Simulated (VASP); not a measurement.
Method: PBEsol GGA, VASP's PBE PAW potentials (set 64) (plane waves; VASP).

VASP ran on this input.

**KPOINTS**
```
Automatic mesh
0
G
  6 6 6
```

### INCAR
```
SYSTEM = CaB6
PREC = Accurate
ENCUT = 620
EDIFF = 1E-6
NELM = 100
ALGO = Normal
LREAL = .FALSE.
LASPH = .TRUE.
ISMEAR = 0
SIGMA = 0.05
GGA = PS
LWAVE = .FALSE.
LCHARG = .FALSE.
IBRION = 2
ISIF = 3
NSW = 40
EDIFFG = -0.02
PSTRESS = 200
```

### POSCAR
```
CaB6
1
    3.9835368149    -0.0000000000    -0.0000000000
   -0.0000000000     3.9835368149    -0.0000000000
    0.0000000000     0.0000000000     3.9835368149
Ca B
1 6
Direct
  0.0000000000   0.0000000000   1.0000000000
  0.8003167778   0.5000000000   0.5000000000
  0.5000000000   0.1996832222   0.5000000000
  0.5000000000   0.8003167778   0.5000000000
  0.1996832222   0.5000000000   0.5000000000
  0.5000000000   0.5000000000   0.8003167778
  0.5000000000   0.5000000000   0.1996832222
```

POTCAR, in this order: Ca_sv B (PBE.64 set). Program: vasp_std.

Output of the run:

**OSZICAR**
```
       N       E                     dE             d eps       ncg     rms          rms(c)
DAV:   1     0.188083220647E+03    0.18808E+03   -0.15368E+04   720   0.170E+03
DAV:   2    -0.444715263808E+02   -0.23255E+03   -0.22688E+03   970   0.370E+02
DAV:   3    -0.524469003167E+02   -0.79754E+01   -0.79544E+01  1020   0.698E+01
DAV:   4    -0.526479571314E+02   -0.20106E+00   -0.20087E+00  1208   0.834E+00
DAV:   5    -0.526496776052E+02   -0.17205E-02   -0.17198E-02   990   0.803E-01    0.111E+01
DAV:   6    -0.475561519478E+02    0.50935E+01   -0.87062E+00   920   0.201E+01    0.564E+00
DAV:   7    -0.467173780088E+02    0.83877E+00   -0.59301E+00   948   0.121E+01    0.168E+00
DAV:   8    -0.467421696240E+02   -0.24792E-01   -0.12416E+00   968   0.691E+00    0.996E-01
DAV:   9    -0.466966668747E+02    0.45503E-01   -0.16504E-01   950   0.234E+00    0.213E-01
DAV:  10    -0.466969150166E+02   -0.24814E-03   -0.31725E-02  1126   0.923E-01    0.153E-01
DAV:  11    -0.466968209635E+02    0.94053E-04   -0.16915E-03   970   0.295E-01    0.828E-02
DAV:  12    -0.466967568245E+02    0.64139E-04   -0.23110E-04  1000   0.113E-01    0.293E-02
DAV:  13    -0.466967357185E+02    0.21106E-04   -0.20155E-04   952   0.853E-02    0.594E-03
DAV:  14    -0.466967354802E+02    0.23827E-06   -0.12142E-05   940   0.272E-02    0.452E-03
DAV:  15    -0.466967345837E+02    0.89655E-06   -0.15866E-06   728   0.922E-03
   1 F= -.38805846E+02 E0= -.38805392E+02  d E =-.388058E+02
```

### OUTCAR
```
------------------------ aborting loop because EDIFF is reached ----------------------------------------
  FORCE on cell =-STRESS in cart. coord.  units (eV):
  Direction    XX          YY          ZZ          XY          YZ          ZX
  --------------------------------------------------------------------------------------
  Total        7.8687301      7.8687301      7.8687301      0.0000000      0.0000000      0.0000000
  in kB      199.4383740    199.4383740    199.4383740      0.0000000      0.0000000      0.0000000
  external PRESSURE =      -0.5616260 kB  Pullay stress =     200.0000000 kB
  volume of cell :       63.21
      direct lattice vectors                 reciprocal lattice vectors
     3.983536815  0.000000000  0.000000000     0.251033202  0.000000000  0.000000000
     0.000000000  3.983536815  0.000000000     0.000000000  0.251033202  0.000000000
     0.000000000  0.000000000  3.983536815     0.000000000  0.000000000  0.251033202
 POSITION                                       TOTAL-FORCE (eV/Angst)
 -----------------------------------------------------------------------------------
      0.00000      0.00000      0.00000         0.000000     -0.000000      0.000000
      3.18809      1.99177      1.99177        -0.006008     -0.000000     -0.000000
      1.99177      0.79545      1.99177        -0.000000      0.006008     -0.000000
      1.99177      3.18809      1.99177         0.000000     -0.006008      0.000000
      0.79545      1.99177      1.99177         0.006008     -0.000000      0.000000
      1.99177      1.99177      3.18809        -0.000000     -0.000000     -0.006008
      1.99177      1.99177      0.79545         0.000000     -0.000000      0.006008
 -----------------------------------------------------------------------------------
    total drift:                                0.000000     -0.000000      0.000000
  FREE ENERGIE OF THE ION-ELECTRON SYSTEM (eV)
  ---------------------------------------------------
  free  energy   TOTEN  =       -46.6967345837 eV

  energy  without entropy=      -46.6958264763  energy(sigma->0) =      -46.69628053
  enthalpy is  TOTEN    =       -38.8058458653 eV   P V=        7.8908887184

 reached required accuracy - stopping structural energy minimisation
```
(Selected blocks of OUTCAR.)

The compound is CaB6 in the cab6 structure. It was relaxed first under an external pressure of 20 GPa.
